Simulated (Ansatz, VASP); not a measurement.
# Cross-check of Ta20Te (Te/Ta(100)) between VASP and Ansatz

Aim: how closely do two programs agree when they are given the same cell, functional and k mesh? The cell is taken from a series of runs on this material, whose earlier steps may have relaxed, scaled, displaced or heated it; both programs get it as it stands. Other levels of theory on this material are compared in a session of their own.

Calculated with Ansatz 0.2.0; plane waves, with VASP 6.6.1 beside it; revPBE.

### 1. Set-up

The cell holds 21 atoms: 20 Ta and 1 Te. Cell: a = 6.620 Å, b = 6.620 Å, c = 26.758 Å, α = 90.0°, β = 90.0°, γ = 90.0°. Vacuum lies along c.

### 2. Ansatz: single point, revPBE

Ansatz runs on its default PAW (the set named soft_2) files.

A single point takes one fixed geometry, so differences don't come from the geometry; what else differs is listed under the comparison.

input.yaml

```yaml
crystal:
  lattice:
    - [6.62, 0.0, 0.0]
    - [0.0, 6.62, 0.0]
    - [0.0, 0.0, 26.7582090927]
  atoms:
    - { symbol: Ta, position: [0.0, 0.0, 0.3363453798] }
    - { symbol: Ta, position: [0.25, 0.25, 0.398195558] }
    - { symbol: Ta, position: [0.0025888166, 0.0025888166, 0.4613834973] }
    - { symbol: Ta, position: [0.25, 0.25, 0.5262959495] }
    - { symbol: Ta, position: [-0.0122060572, -0.0122060572, 0.5817877358] }
    - { symbol: Ta, position: [0.0, 0.5, 0.3363453798] }
    - { symbol: Ta, position: [0.25, 0.75, 0.398195558] }
    - { symbol: Ta, position: [0.0025888166, 0.4974111834, 0.4613834973] }
    - { symbol: Ta, position: [0.25, 0.75, 0.5257809788] }
    - { symbol: Ta, position: [-0.0122060572, 0.5122060572, 0.5817877358] }
    - { symbol: Ta, position: [0.5, 0.0, 0.3363453798] }
    - { symbol: Ta, position: [0.75, 0.25, 0.398195558] }
    - { symbol: Ta, position: [0.4974111834, 0.0025888166, 0.4613834973] }
    - { symbol: Ta, position: [0.75, 0.25, 0.5257809788] }
    - { symbol: Ta, position: [0.5122060572, -0.0122060572, 0.5817877358] }
    - { symbol: Ta, position: [0.5, 0.5, 0.3363453798] }
    - { symbol: Ta, position: [0.75, 0.75, 0.398195558] }
    - { symbol: Ta, position: [0.4974111834, 0.4974111834, 0.4613834973] }
    - { symbol: Ta, position: [0.75, 0.75, 0.5214590566] }
    - { symbol: Ta, position: [0.5122060572, 0.5122060572, 0.5817877358] }
    - { symbol: Te, position: [0.25, 0.25, 0.6427811037] }
kpoints:
  mp_grid: { grid: [5, 5, 1] }
hamiltonian:
  xc: revpbe
scf:
  occupations: { method: fermi_dirac, width: 0.1 }
  convergence: { dr2_threshold: 1.0e-08 }
efield:
  axis: 3
  dipole_correction: true
  ramp_position: 0.97
  ramp_width: 0.06
output:
  write_potential: true
  write_density: true
  volumetric_format: npy
```

On the command line:

```
$ ansatz run input.yaml --threads 4 --pin off --max-ram 12288MiB --backend cpu --events-out ev --progress --plain --runs-dir out
```

Numbers of over 12 decimals in the logs are rounded to 6 here.

What it wrote:

```text
Engine: ansatz 0.2.0, aarch64-unknown-linux-gnu
Pseudopotentials: kind: paw
Pseudopotential: Ta, paw, valence charge 13, recommended cutoff 420 eV (normal), Ta.paw.azcp
Pseudopotential: Te, paw, valence charge 16, recommended cutoff 420 eV (normal), Te.paw.azcp
Functional definition: revPBE
  parameter kappa = 1.245
  parameter beta = 0.066725
  exchange = pbe_x(kappa = kappa, mu = beta*pi^2/3)
  correlation = pbe_c(beta = beta)
Crystal: 21 atoms, lattice volume = 1172.662 Å³
Basis set: ecut = 420 eV, 22841 PW (Γ)
Bands: 166, of which v1, the nominal top of the filled ones, is band 138 counted from 1 (137 counted from 0)
Symmetry: 8 space group operations
Space group: P4mm (ITA 99), of the structure as read, at distance tolerance 1.1e-4 Å
k-points: 6 of 25
Non-local potential: Ta, projectors of the file, l = 0: 3, l = 1: 2, l = 2: 2, l = 3: 1
Non-local potential: Te, projectors of the file, l = 0: 2, l = 1: 2, l = 2: 2, l = 3: 2
PAW form: soft (Blöchl's): semilocal exchange-correlation on the pseudo side does not see the compensation charge
PAW frozen core: Ta, regenerated for the run's functional, and the local potential with it (the file was generated under x = pbe(κ = 0.804, μ = 0.219515), c = pbe(β = 0.066725))
PAW frozen core: Te, regenerated for the run's functional, and the local potential with it (the file was generated under x = pbe(κ = 0.804, μ = 0.219515), c = pbe(β = 0.066725))
PAW one-centre angular grid: Ta, 590 points (default); XC on 64 Gauss nodes
PAW one-centre angular grid: Te, 590 points (default); XC on 64 Gauss nodes
Initial density: superposition of atomic densities (neutral atoms: chi_scale 0, normalization atom), corrected by the library's trained network
Initial wavefunctions: pseudopotential atomic-orbital guess
Functional: x = revpbe(κ = 1.245, μ = 0.219515), c = pbe(β = 0.066725)
SCF iter   1: F=—  HF=-205800.070486 eV  |F-HF|=—  |Δ(HF+E_count)|=         —  Δρ=6.89e-3  dr2=7.24e0  ethr=1.77e-3  p=-0.016 e·Å  D=-2.50e-3 V/Å  ΔV_dip=0.07 eV  dr2_dipole=1.69e-1  V_vac-E_F(+/−)=4.02/3.96 eV  ⟨swp⟩=11.7  Hψ=5212  notcnv=0
efield: sawtooth ramp at fractional position 0.9700 (set: `efield.ramp_position`, or a place that a band, a saddle search or an elastic batch's reference lends), width 0.0600; the density the first Hamiltonian is built on has a dipole p = -0.016 e·Å; the dipole correction subtracts the counter field D = -2.50e-3 V/Å, which shifts the + side's vacuum level by +0.07 eV against the − side's; the planar-averaged density in the ramp window peaks in size at 3.4e-5 e/Å³
preconditioner: auto → LDOS  [metal: Δε(μ)=0.027 eV  Ē_g=3.760 eV  σ=0.100 eV  W_gap=0.07  n_scr=206 (ndim 8)  ℏωp=11.2 eV  f_vac=0.582  D(μ)=18.26/eV (n_scr^D=94)  β→1.0]
SCF iter   2: F=—  HF=-205799.888767 eV  |F-HF|=—  |Δ(HF+E_count)|=   1.82e-1  Δρ=4.46e-3  dr2=3.03e0  ethr=1.77e-3  p=0.024 e·Å  D=3.64e-3 V/Å  ΔV_dip=-0.10 eV  dr2_dipole=1.11e-1  V_vac-E_F(+/−)=3.67/3.76 eV  ⟨swp⟩=6.8  Hψ=1937  notcnv=0
SCF iter   3: F=—  HF=-205799.779358 eV  |F-HF|=—  |Δ(HF+E_count)|=   1.09e-1  Δρ=6.52e-4  dr2=2.28e-2  ethr=1.10e-3  p=-0.001 e·Å  D=-2.27e-4 V/Å  ΔV_dip=0.01 eV  dr2_dipole=6.33e-3  V_vac-E_F(+/−)=3.83/3.82 eV  ⟨swp⟩=3.2  Hψ=1258  notcnv=0
SCF iter   4: F=—  HF=-205799.786272 eV  |F-HF|=—  |Δ(HF+E_count)|=   6.91e-3  Δρ=3.42e-4  dr2=7.53e-3  ethr=8.27e-6  p=0.007 e·Å  D=1.07e-3 V/Å  ΔV_dip=-0.03 eV  dr2_dipole=6.52e-6  V_vac-E_F(+/−)=3.81/3.84 eV  ⟨swp⟩=2.3  Hψ=1386  notcnv=0
SCF iter   5: F=—  HF=-205799.786114 eV  |F-HF|=—  |Δ(HF+E_count)|=   1.59e-4  Δρ=7.42e-5  dr2=1.95e-4  ethr=2.73e-6  p=0.008 e·Å  D=1.29e-3 V/Å  ΔV_dip=-0.03 eV  dr2_dipole=3.60e-7  V_vac-E_F(+/−)=3.81/3.84 eV  ⟨swp⟩=2.0  Hψ=1251  notcnv=0
SCF iter   6: F=—  HF=-205799.786184 eV  |F-HF|=—  |Δ(HF+E_count)|=   7.06e-5  Δρ=3.20e-5  dr2=7.82e-5  ethr=7.07e-8  p=0.011 e·Å  D=1.67e-3 V/Å  ΔV_dip=-0.04 eV  dr2_dipole=1.07e-6  V_vac-E_F(+/−)=3.80/3.85 eV  ⟨swp⟩=2.8  Hψ=1851  notcnv=0
SCF iter   7: F=—  HF=-205799.786189 eV  |F-HF|=—  |Δ(HF+E_count)|=   4.82e-6  Δρ=1.24e-5  dr2=4.92e-6  ethr=2.83e-8  p=0.011 e·Å  D=1.76e-3 V/Å  ΔV_dip=-0.05 eV  dr2_dipole=2.26e-7  V_vac-E_F(+/−)=3.80/3.85 eV  ⟨swp⟩=2.0  Hψ=1707  notcnv=0
SCF iter   8: F=—  HF=-205799.785831 eV  |F-HF|=—  |Δ(HF+E_count)|=   3.58e-4  Δρ=4.77e-6  dr2=8.25e-7  ethr=1.78e-9  p=0.012 e·Å  D=1.83e-3 V/Å  ΔV_dip=-0.05 eV  dr2_dipole=1.08e-7  V_vac-E_F(+/−)=3.80/3.85 eV  ⟨swp⟩=3.0  Hψ=2022  notcnv=0
SCF iter   9: F=—  HF=-205799.785831 eV  |F-HF|=—  |Δ(HF+E_count)|=   1.26e-7  Δρ=1.48e-6  dr2=5.88e-8  ethr=2.99e-10  p=0.012 e·Å  D=1.85e-3 V/Å  ΔV_dip=-0.05 eV  dr2_dipole=1.34e-8  V_vac-E_F(+/−)=3.80/3.85 eV  ⟨swp⟩=2.2  Hψ=1724  notcnv=0
[...]
SCF converged after 10 iterations
Free energy (F): -205799.785831 eV
Harris-Foulkes:  -205799.785831 eV  (|F-HF|=7.07e-9)
Internal energy: -205799.115718 eV  (E = F + TS)
E sigma→0 (E₀):  -205799.450775 eV
Entropy (-TS):   -0.670113 eV (-31.910 meV/atom)
Fermi energy:    3.698179 eV
Dipole field:    D = 0.001865 V/Å  (p = 0.012087 e·Å, saw-weighted, corrected)
Work function:   Φ+ = 3.8041 eV   Φ− = 3.8540 eV
Levels:          The Fermi level and band energies are counted from a zero that moves with the ramp; work functions are not
--- Per-component energies (eV) ---
  E_band       = -6404.767370
  E_kinetic    = 7458.946104
  E_local      = -326118.885588  (includes V_loc(G=0)·N_el)
  E_nonlocal   = -31.178842
  E_hartree    = 159529.262868
  E_xc         = -4476.392778
  E_vxc        = -4153.322575  (∫ρ·V_xc dr)
  E_paw        = -172770.430772  (= ΣΔE_a)
  E_vpaw       = -2619.259923  (= ΣTr[D̂ρ^β])
  E_aug_tail   = 0.002721  (compensation charges beyond the density's cutoff)
  E_efield     = 0.000011  (sawtooth field / dipole correction)
  E_vefield    = 0.398458  (∫n·V_field dr)
  E_ewald      = 130609.973802
  E_core_change = -0.413244  (= ΣΔE_core)
  E_smearing   = -0.670113  (= −TS)
  E_closure    = -0.000000  (closes the sum)
  Σ components = -205799.785831   (vs F -205799.785831, Δ=0.00e0)
--- Band table (eV; the first three rows and the last of 6) ---
  k-point 0: bands = [... 134 lower, 3.7944, 3.7944, 3.8935, 4.0477, 4.1338, 4.1522, 4.1522, 4.2951, ... 24 higher]
  k-point 1: bands = [... 134 lower, 3.6488, 3.6730, 3.8022, 3.8762, 3.9383, 3.9512, 4.0123, 4.1252, ... 24 higher]
  k-point 2: bands = [... 134 lower, 3.3832, 3.5025, 3.5579, 3.6308, 3.7882, 3.7956, 3.8853, 3.9585, ... 24 higher]
  k-point 5: bands = [... 134 lower, 2.9079, 2.9207, 2.9497, 3.0431, 3.1959, 3.4066, 3.9156, 4.0268, ... 24 higher]
```

Reading the cycles: dr2 is the Hartree energy of the density residual (eV), the measure of convergence; HF is the Harris–Foulkes estimate of the energy, which meets the free energy F at convergence.

(Part 1 of 2 ends here.)

[Lines on the potential files, build, host, timing and source positions are cut from VASP's logs without a mark.]

[Logs are printed without paths, hosts, clocks, repeated set-up lines and the standing remarks that a program may print on its own settings, such as how far it seeks lower states.]

[Hosts, paths, dates, database ids (printed as entryN), source tags and the programs' standing remarks are cut or masked in the printed files.]
